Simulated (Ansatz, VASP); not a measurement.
**P: VASP beside Ansatz**

Wanted: the spread between two codes on one cell, functional and k mesh. The cell is taken from a series of VASP runs on this material, whose earlier steps may have relaxed, scaled or displaced it; both programs get it as it stands.

Main program and level: Ansatz 0.2.0; plane waves, with VASP 6.6.1 beside it; zone-centre phonons at LDA.

## 1. The structure

The structure is orthorhombic, space group Cmce (No. 64). The conventional cell has a = 3.305 Å, b = 10.167 Å, c = 4.130 Å, α = 90.00°, β = 90.00°, γ = 90.00°. Nearest to P lie 3 P at 2.21 to 2.24 Å.

As a file:

```cif
data_structure
_symmetry_space_group_name_H-M 'Cmce'
_symmetry_Int_Tables_number 64
_cell_length_a 3.3051
_cell_length_b 10.1672
_cell_length_c 4.1301
_cell_angle_alpha 90.000
_cell_angle_beta 90.000
_cell_angle_gamma 90.000
_cell_volume 138.79
loop_
_atom_site_label
_atom_site_type_symbol
_atom_site_symmetry_multiplicity
_atom_site_Wyckoff_symbol
_atom_site_fract_x
_atom_site_fract_y
_atom_site_fract_z
_atom_site_occupancy
P1 P 8 f 0.00000 0.60627 0.42848 1
```

## 2. Ansatz: zone-centre phonons, LDA

Ansatz runs on its default PAW (the set named soft_2) files.

Second derivatives magnify differences that forces hide, and they need a tight electronic threshold.

input.yaml

```yaml
crystal:
  lattice:
    - [1.6525692286, -5.083577312, 0.0]
    - [1.6525692286, 5.083577312, 0.0]
    - [0.0, 0.0, 4.1301415726]
  atoms:
    - { symbol: P, position: [0.3937304081, 0.6062695919, 0.4284824036] }
    - { symbol: P, position: [0.1062695919, 0.8937304081, 0.9284824036] }
    - { symbol: P, position: [0.6062695919, 0.3937304081, 0.5715175964] }
    - { symbol: P, position: [0.8937304081, 0.1062695919, 0.0715175964] }
hamiltonian:
  xc: lda
  pseudopotentials: { kind: paw }
kpoints:
  mp_grid: { grid: [10, 10, 8] }
scf:
  occupations: { method: gaussian, width: 0.05 }
phonons:
  method: dfpt
  qpoints: [[0, 0, 0]]
```

On the command line:

```bash
$ ansatz run input.yaml --threads 4 --pin off --max-ram 9216MiB --backend cpu --events-out ev --progress --plain --runs-dir out
```

Numbers of over 12 decimals in the logs are rounded to 6 here.

Log:

```text
zone centre: on kpoints.mp_grid the ground state, and the responses unless they are solved on pairs of k-points, stand on 227 of the mesh's 800 k-points, reduced under 2 symmetry operations, with k and −k counted as one. Each operation leaves every solved displacement unchanged or reverses it
Engine: ansatz 0.2.0, x86_64-unknown-linux-gnu
Pseudopotentials: kind: paw
Pseudopotential: P, paw, valence charge 5, recommended cutoff 420 eV (normal), P.paw.azcp
Functional definition: SPW92
  exchange = slater_x
  correlation = pw_c
Crystal: 4 atoms, lattice volume = 69.394 Å³
Basis set: ecut = 420 eV, 1349 PW (Γ), exchange–correlation on 72×72×60 points (8 copies of the dense FFT grid, shifted against one another)
Bands: 14, of which v1, the nominal top of the filled ones, is band 10 counted from 1 (9 counted from 0)
Symmetry: 8 space group operations
k-points: 227 of 800 (irreducible under 2 space group operations, time reversal used)
Non-local potential: P, projectors of the file, l = 0: 2, l = 1: 2, l = 2: 2
PAW form: soft (Blöchl's): semilocal exchange-correlation on the pseudo side does not see the compensation charge
PAW frozen core: P, regenerated for the run's functional, and the local potential with it (the file was generated under x = pbe(κ = 0.804, μ = 0.219515), c = pbe(β = 0.066725))
PAW one-centre angular grid: P, 110 points (default); XC on 64 Gauss nodes
Initial density: superposition of atomic densities (neutral atoms: chi_scale 0, normalization atom), corrected by the library's trained network
Initial wavefunctions: pseudopotential atomic-orbital guess
Functional: x = slater, c = lda
SCF iter   1: F=—  HF=-2903.836192 eV  |F-HF|=—  |Δ(HF+E_count)|=         —  Δρ=5.35e-3  dr2=1.16e-2  ethr=1.77e-3  ⟨swp⟩=7.6  Hψ=23114  notcnv=0
preconditioner: auto → none  [insulator: Δε(μ)=0.077 eV  Ē_g=9.054 eV  σ=0.050 eV  W_gap=0.72  n_scr=12 (ndim 8)  ℏωp=19.9 eV  f_vac=0.000  D(μ)=0.23/eV (n_scr^D=0)  ε∞_Penn≈5.8]
SCF iter   2: F=—  HF=-2903.834285 eV  |F-HF|=—  |Δ(HF+E_count)|=   1.91e-3  Δρ=2.30e-3  dr2=2.21e-3  ethr=5.82e-5  ⟨swp⟩=2.6  Hψ=7513  notcnv=0
SCF iter   3: F=—  HF=-2903.834383 eV  |F-HF|=—  |Δ(HF+E_count)|=   9.75e-5  Δρ=8.85e-4  dr2=1.03e-3  ethr=1.11e-5  ⟨swp⟩=2.2  Hψ=5098  notcnv=0
SCF iter   4: F=—  HF=-2903.834154 eV  |F-HF|=—  |Δ(HF+E_count)|=   2.29e-4  Δρ=1.22e-4  dr2=1.86e-5  ethr=5.13e-6  ⟨swp⟩=2.0  Hψ=4728  notcnv=0
SCF iter   5: F=—  HF=-2903.834150 eV  |F-HF|=—  |Δ(HF+E_count)|=   3.55e-6  Δρ=4.64e-5  dr2=3.47e-6  ethr=9.28e-8  ⟨swp⟩=3.0  Hψ=5525  notcnv=0
SCF iter   6: F=—  HF=-2903.834149 eV  |F-HF|=—  |Δ(HF+E_count)|=   5.98e-7  Δρ=1.93e-5  dr2=5.66e-7  ethr=1.73e-8  ⟨swp⟩=2.4  Hψ=4967  notcnv=0
SCF iter   7: F=—  HF=-2903.834149 eV  |F-HF|=—  |Δ(HF+E_count)|=   7.03e-7  Δρ=1.91e-6  dr2=1.37e-9  ethr=2.83e-9  ⟨swp⟩=2.0  Hψ=4740  notcnv=0
SCF iter   8: F=—  HF=-2903.834149 eV  |F-HF|=—  |Δ(HF+E_count)|=  7.12e-10  Δρ=3.74e-7  dr2=1.52e-10  ethr=6.87e-12  ⟨swp⟩=2.8  Hψ=6270  notcnv=0
SCF iter   9: F=-2903.834149 eV  HF=-2903.834149 eV  |F-HF|=8.19e-12  |Δ(HF+E_count)|=  3.87e-11  Δρ=7.30e-8  dr2=8.67e-12  ethr=1.00e-12  ⟨swp⟩=7.6  Hψ=22510  notcnv=0
SCF 1 converged in 9 iterations: F = -2903.834149 eV  dr2 = 8.67e-12
  greatest PAW one-centre occupation: 0.807 electrons in one spin orbital (limit 2), on the P atom at site 3 (counted from 0), in its partial waves of l = 0
DFPT response loops at Γ: preconditioner auto → Kerker (q_TF=auto, 2.217 Å⁻¹) (partly filled bands, converged f_vac=0.000); β = 1.00, the filter's whole step (`scf.mixing.beta` (0.50) is not read by the response loops under this deck's `scf.mixing.preconditioner`; to damp them name `kerker` or `kerker_dos`, under which they read `scf.mixing.beta`, and type it under 1.00, their step now; both keys bind the ground state too); Broyden in place of MSR1
SCF converged after 9 iterations
Free energy (F): -2903.834149 eV
Harris-Foulkes:  -2903.834149 eV  (|F-HF|=8.19e-12)
Internal energy: -2903.833849 eV  (E = F + TS)
E sigma→0 (E₀):  -2903.833999 eV
Entropy (-TS):   -0.000300 eV (-0.075 meV/atom)
Fermi energy:    8.555265 eV
--- Per-component energies (eV) ---
  E_band       = 34.684688
  E_kinetic    = 284.029483
  E_local      = -226.837076  (includes V_loc(G=0)·N_el)
  E_nonlocal   = 141.144375
  E_hartree    = 57.069113
  E_xc         = -245.499813
  E_vxc        = -244.570524  (∫ρ·V_xc dr)
  E_paw        = -2160.181877  (= ΣΔE_a)
  E_vpaw       = -33.219832  (= ΣTr[D̂ρ^β])
  E_aug_tail   = 0.000012  (compensation charges beyond the density's cutoff)
  E_ewald      = -754.027473
  E_core_change = 0.469406  (= ΣΔE_core)
  E_smearing   = -0.000300  (= −TS)
  E_closure    = 0.000000  (closes the sum)
  Σ components = -2903.834149   (vs F -2903.834149, Δ=0.00e0)
--- Band table (eV; the first three rows and the last of 227) ---
  k-point 0: bands = [... 6 lower, 4.4310, 5.6289, 5.8636, 7.1958, 9.5363, 9.7076, 10.3847, 12.0502]
  k-point 1: bands = [... 6 lower, 4.5030, 5.8711, 6.6031, 6.6092, 9.5788, 10.3196, 10.4335, 11.6487]
  k-point 2: bands = [... 6 lower, 4.7799, 5.7635, 5.8562, 7.8549, 9.9573, 9.9791, 10.9805, 11.5367]
  k-point 226: bands = [... 6 lower, 6.1162, 6.1162, 7.3301, 7.3301, 9.8051, 9.8051, 11.2986, 11.2986]
--- Phonons (Γ-DFPT): 3 representative perturbations + reference, on 227 of 800 k-points (Σ response iterations 9) ---
  k mesh reduced under 2 symmetry operations, with k and −k counted as one. Each operation leaves every solved displacement unchanged or reverses it
  ASR residual: 3.086e-5 → 0.000e0 eV/Å²; symmetrization residual: 9.515e-7 eV/Å²
  ASR residual per site (eV/Å²): 3.09e-5 3.09e-5 3.09e-5 3.09e-5
  Γ frequencies (cm⁻¹): 0.00 0.00 0.00 99.50 177.58 214.84 357.82 395.35 416.45 421.81 445.91 459.22
  non-analytic LO–TO correction: not included (Born effective charges unavailable; polar crystals: no LO–TO splitting at Γ)
--- Phonons (arbitrary-q DFPT): 1 explicit q-point ---
  q = [0, 0, 0] (of the zone-centre solve; hermiticity 1.50e-7, symmetrization 9.65e-15): -0.00 -0.00 0.00 99.50 177.58 214.84 357.82 395.35 416.45 421.81 445.91 459.22
  sum rule: each row above includes the acoustic sum rule's correction from the zone centre's row sums; it moved no ω² by more than (0.57 cm⁻¹)²
```

Run time: 12 s. Hardware: 4 threads of Intel Xeon 6975P-C (Granite Rapids), shared host; peak memory 1 GiB.

(Part 1 of 2 ends here.)

[Lines on the potential files, build, host, timing and source positions are cut from VASP's logs without a mark.]

[Logs are printed without paths, hosts, clocks, repeated set-up lines and the standing remarks that a program may print on its own settings, such as how far it seeks lower states.]

[Hosts, paths, dates, database ids (printed as entryN), source tags and the programs' standing remarks are cut or masked in the printed files.]
